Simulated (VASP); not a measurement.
KF (rock salt), at 0.96 of the tabulated volume:

```
KF
1.0
    0.00000     2.63885     2.63885
    2.63885     0.00000     2.63885
    2.63885     2.63885     0.00000
K F
1 1
Direct
  0.00000   0.00000   0.00000
  0.50000   0.50000   0.50000
```

The lowest empty band near Γ, direction [110], from PBE with spin-orbit coupling in VASP (PAW); its two spin partners are averaged. The gap over the points computed is 6.34 eV, and the next band on that side lies 4.41 eV away at the edge.

Settings: 520 eV cut-off, 10×10×10 Γ-centred mesh, Gaussian smearing of 0.050 eV, potentials K_sv F.

```csv
distance from the edge in k (1/Å),distance in energy (meV)
0.025,4.4
0.035,8.7
0.050,17.6
0.070,34.5
```

Task: Fit E(1 + αE) = ħ²k²/2m* (ħ²/2m0 = 3.810 eV Å²) and predict the row at 0.095 1/Å.

Result: The rows don't resolve α, so a parabola serves: the electron mass is m* = 0.541 m0, and so 63.6 meV. The run gave 63.3 meV, -0.3 meV from the fit.

Left out are points under 3 meV from the edge, since the levels carry 0.1 meV, and points farther than half the way to the next band.

The compound is KF in the rock salt structure. The cell was not relaxed at this level.
